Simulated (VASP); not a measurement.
Output of a VASP run:

**OSZICAR**
```
       N       E                     dE             d eps       ncg     rms          rms(c)
DAV:   1     0.365122433078E+03    0.36512E+03   -0.25428E+04  1744   0.962E+02
DAV:   2    -0.581979974563E+01   -0.37094E+03   -0.36459E+03  1941   0.287E+02
DAV:   3    -0.278376070339E+02   -0.22018E+02   -0.21919E+02  2013   0.686E+01
DAV:   4    -0.280814323997E+02   -0.24383E+00   -0.24343E+00  1943   0.687E+00
DAV:   5    -0.280841242181E+02   -0.26918E-02   -0.26914E-02  1973   0.665E-01    0.111E+01
DAV:   6    -0.266554754455E+02    0.14286E+01   -0.32822E+00  1994   0.119E+01    0.876E+00
DAV:   7    -0.265674163013E+02    0.88059E-01   -0.10455E+00  1803   0.391E+00    0.279E+00
DAV:   8    -0.265453015017E+02    0.22115E-01   -0.15071E-01  1822   0.257E+00    0.462E-01
DAV:   9    -0.265443669172E+02    0.93458E-03   -0.17658E-02  1837   0.110E+00    0.153E-01
DAV:  10    -0.265441206649E+02    0.24625E-03   -0.10295E-03  1993   0.294E-01    0.666E-02
DAV:  11    -0.265441849664E+02   -0.64301E-04   -0.49511E-04  1803   0.129E-01    0.329E-02
DAV:  12    -0.265441496596E+02    0.35307E-04   -0.24325E-04  1930   0.109E-01    0.110E-02
DAV:  13    -0.265441517238E+02   -0.20642E-05   -0.20217E-05  1825   0.199E-02    0.722E-03
DAV:  14    -0.265441500046E+02    0.17192E-05   -0.63070E-06  1461   0.139E-02    0.219E-03
DAV:  15    -0.265441500646E+02   -0.59978E-07   -0.59028E-07   929   0.405E-03
   1 F= -.26544150E+02 E0= -.26538429E+02  d E =-.114413E-01
```

OUTCAR:
```
------------------------ aborting loop because EDIFF is reached ----------------------------------------
  FORCE on cell =-STRESS in cart. coord.  units (eV):
  Direction    XX          YY          ZZ          XY          YZ          ZX
  --------------------------------------------------------------------------------------
  Total       -7.8929627     -7.8929608     -8.0212077     -0.0000010      0.0000000      0.0000000
  in kB      -51.3696226    -51.3696105    -52.2042775     -0.0000067      0.0000000      0.0000000
  external PRESSURE =     -51.6478369 kB  Pullay stress =       0.0000000 kB
  volume of cell :      246.18
      direct lattice vectors                 reciprocal lattice vectors
     4.428157000  0.000000000  0.000000000     0.225827585  0.130381603  0.000000000
    -2.214078000  3.834896000  0.000000000     0.000000000  0.260763265  0.000000000
     0.000000000  0.000000000 14.496650000     0.000000000  0.000000000  0.068981454
  FREE ENERGIE OF THE ION-ELECTRON SYSTEM (eV)
  ---------------------------------------------------
  free  energy   TOTEN  =       -26.5441500646 eV

  energy  without entropy=      -26.5327087293  energy(sigma->0) =      -26.53842940
```
(Selected blocks of OUTCAR.)

File POSCAR:
```
CdSe
1
    4.4281570000     0.0000000000     0.0000000000
   -2.2140780000     3.8348960000     0.0000000000
    0.0000000000     0.0000000000    14.4966500000
Cd Se
4 4
Direct
  0.0000000000   0.0000000000   0.0000000000
  0.0000000000   0.0000000000   0.5000000000
  0.6666670000   0.3333330000   0.7501800000
  0.3333330000   0.6666670000   0.2501800000
  0.0000000000   0.0000000000   0.8121600000
  0.0000000000   0.0000000000   0.3121600000
  0.6666670000   0.3333330000   0.5632900000
  0.3333330000   0.6666670000   0.0632900000
```

Task: Reconstruct the remaining input files.

Result: This is not unique; one that fits is the input of the run itself, LDA (Ceperley-Alder, Perdew-Zunger), plane waves, VASP's LDA PAW potentials (set 64).

### KPOINTS
```
Automatic
0
G
 8 8 2
0 0 0
```

**INCAR**
```
SYSTEM = CdSe
PREC = Accurate
ENCUT = 300
EDIFF = 1E-6
NELM = 100
ALGO = Normal
LREAL = .FALSE.
LASPH = .TRUE.
ISMEAR = -1
SIGMA = 0.136
LMAXMIX = 4
LWAVE = .FALSE.
LCHARG = .FALSE.
ISIF = 2
```

POTCAR, in this order: Cd Se (LDA.64 set). Program: vasp_std.

At this cut-off the stress carries a Pulay error, which pulls relaxed volumes low.

The structure was generated: CdSe was put into an ordered model structure, which need not be its known phase. The cell was not relaxed at this level.
